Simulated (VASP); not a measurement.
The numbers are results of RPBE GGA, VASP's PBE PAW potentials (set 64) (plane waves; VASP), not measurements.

Input for VASP

KPOINTS:
```
k-points along high-symmetry lines
15
Line-mode
Reciprocal
  0.000000   0.000000   0.000000 ! GAMMA
  0.500000   0.000000   0.500000 ! X

  0.500000   0.000000   0.500000 ! X
  0.625000   0.250000   0.625000 ! U

  0.375000   0.375000   0.750000 ! K
  0.000000   0.000000   0.000000 ! GAMMA

  0.000000   0.000000   0.000000 ! GAMMA
  0.500000   0.500000   0.500000 ! L

  0.500000   0.500000   0.500000 ! L
  0.500000   0.250000   0.750000 ! W

  0.500000   0.250000   0.750000 ! W
  0.500000   0.000000   0.500000 ! X
```

### INCAR
```
SYSTEM = AuAl2
PREC = Accurate
ENCUT = 520
EDIFF = 1E-7
NELM = 100
ALGO = Normal
LREAL = .FALSE.
LASPH = .TRUE.
ISMEAR = 0
SIGMA = 0.05
GGA = RP
LMAXMIX = 6
LWAVE = .FALSE.
LCHARG = .FALSE.
LORBIT = 11
ICHARG = 11
```

**POSCAR**
```
AuAl2
1
    0.0000000000     3.0468581445     3.0468581445
    3.0468581445     0.0000000000     3.0468581445
    3.0468581445     3.0468581445     0.0000000000
Al Au
2 1
Direct
  0.2500000000   0.2500000000   0.2500000000
  0.7500000000   0.7500000000   0.7500000000
  0.0000000000   0.0000000000   0.0000000000
```

POTCAR, in this order: Al Au (PBE.64 set). Program: vasp_std. Read from the step before: CHGCAR.

Output of the run:

**OUTCAR**
```
 ion  position               nearest neighbor table
   1  0.250  0.250  0.250-   3 2.64   3 2.64   3 2.64   3 2.64   2 3.05   2 3.05   2 3.05   2 3.05
                             2 3.05   2 3.05
   2  0.750  0.750  0.750-   3 2.64   3 2.64   3 2.64   3 2.64   1 3.05   1 3.05   1 3.05   1 3.05
                             1 3.05   1 3.05
   3  0.000  0.000  0.000-   2 2.64   2 2.64   2 2.64   1 2.64   2 2.64   1 2.64   1 2.64   1 2.64
  LATTYP: Found a face centered cubic cell.
 ALAT       =     6.0937162890
 Subroutine PRICEL returns:
 Original cell was already a primitive cell.
 Subroutine GETGRP returns: Found 48 space group operations
The static configuration has the point symmetry O_h .
The dynamic configuration has the point symmetry O_h .
 Subroutine INISYM returns: Found 48 space group operations
   k-points           NKPTS =     90   k-points in BZ     NKDIM =     90   number of bands    NBANDS=     12
   number of dos      NEDOS =    301   number of ions     NIONS =      3
   total plane-waves  NPLWV =  32768
   dimension x,y,z NGX =    32 NGY =   32 NGZ =   32
   dimension x,y,z NGXF=    64 NGYF=   64 NGZF=   64
   ions per type =               2   1
   PREC   = accura    normal or accurate (medium, high low for compatibility)
   ISTART =      0    job   : 0-new  1-cont  2-samecut
   ICHARG =     11    charge: 1-file 2-atom 10-const
   ISPIN  =      1    spin polarized calculation?
   LNONCOLLINEAR =      F non collinear calculations
   LSORBIT =      F    spin-orbit coupling
   INIWAV =      1    electr: 0-lowe 1-rand  2-diag
   ENCUT  =  520.0 eV  38.22 Ry    6.18 a.u.   8.01  8.01  8.01*2*pi/ulx,y,z
   NELM   =    100;   NELMIN=  2; NELMDL= -5     # of ELM steps
   EDIFF  = 0.1E-06   stopping-criterion for ELM
   LREAL  =      F    real-space projection
   NLSPLINE    = F    spline interpolate recip. space projectors
   LMAXMIX     =    6 max onsite mixed and CHGCAR
   VOSKOWN=      0    Vosko Wilk Nusair interpolation
   EDIFFG = 0.1E-05   stopping-criterion for IOM
   NSW    =      0    number of steps for IOM
   NBLOCK =      1;   KBLOCK =      1    inner block; outer block
   IBRION =     -1    ionic relax: 0-MD 1-quasi-New 2-CG
   NFREE  =      0    steps in history (QN), initial steepest desc. (CG)
   ISIF   =      2    stress and relaxation
...
```

**OSZICAR**
```
       N       E                     dE             d eps       ncg     rms          rms(c)
DAV:   1     0.658547697554E+02    0.65855E+02   -0.71264E+03  2192   0.116E+03
DAV:   2    -0.841401332141E+01   -0.74269E+02   -0.68174E+02  2444   0.205E+02
DAV:   3    -0.102490529442E+02   -0.18350E+01   -0.17888E+01  2768   0.319E+01
DAV:   4    -0.102679169718E+02   -0.18864E-01   -0.18830E-01  2612   0.353E+00
DAV:   5    -0.102683006672E+02   -0.38370E-03   -0.38364E-03  2776   0.504E-01
DAV:   6    -0.102683097435E+02   -0.90763E-05   -0.90764E-05  2620   0.793E-02
DAV:   7    -0.102683100615E+02   -0.31801E-06   -0.31767E-06  2732   0.150E-02
DAV:   8    -0.102683100710E+02   -0.94658E-08   -0.10373E-07  2100   0.271E-03
   1 F= -.10268310E+02 E0= -.10266702E+02  d E =-.321675E-02
```

### OUTCAR
```
 val. band max:        8.4029606759   @ k =   0.5000   0.0000   0.5000

 cond. band min:       8.4074361455   @ k =   0.4643   0.0000   0.4643



 k-point     1 :       0.0000    0.0000    0.0000
  band No.  band energies     occupation
      1      -2.8416      2.00000
      2       1.0059      2.00000
      3       1.0059      2.00000
      4       1.0059      2.00000
      5       1.9087      2.00000
      6       1.9087      2.00000
      7       9.3860      0.00000
      8      10.3019      0.00000
      9      10.3019      0.00000
     10      10.3019      0.00000
     11      11.0705      0.00000
     12      11.0705      0.00000

 k-point     2 :       0.0357    0.0000    0.0357
  band No.  band energies     occupation
      1      -2.8200      2.00000
      2       0.9963      2.00000
      3       1.0124      2.00000
      4       1.0124      2.00000
      5       1.9028      2.00000
      6       1.9120      2.00000
      7       9.3441      0.00000
      8       9.9698      0.00000
      9       9.9698      0.00000
     10      10.1548      0.00000
     11      11.1544      0.00000
     12      11.4254      0.00000

 k-point     3 :       0.0714    0.0000    0.0714
  band No.  band energies     occupation
      1      -2.7551      2.00000
      2       0.9684      2.00000
      3       1.0318      2.00000
      4       1.0318      2.00000
      5       1.8852      2.00000
      6       1.9219      2.00000
      7       9.2392      0.00000
      8       9.4391      0.00000
      9       9.4391      0.00000
     10       9.7641      0.00000
     11      11.3848      0.00000
     12      12.0243      0.00000

 k-point     4 :       0.1071    0.0000    0.1071
  band No.  band energies     occupation
      1      -2.6473      2.00000
      2       0.9240      2.00000
      3       1.0639      2.00000
      4       1.0639      2.00000
      5       1.8566      2.00000
      6       1.9378      2.00000
      7       8.9018      0.00000
...
```

The density is held fixed in this step, so its total energy and stress have no physical meaning. Unless said otherwise, spin-orbit coupling is left out, though it shifts the bands of the heavy elements here.

The compound is AuAl2 in the fluorite structure. It was relaxed first. The electron count is odd and the run is not spin-polarised, which forces a metal.
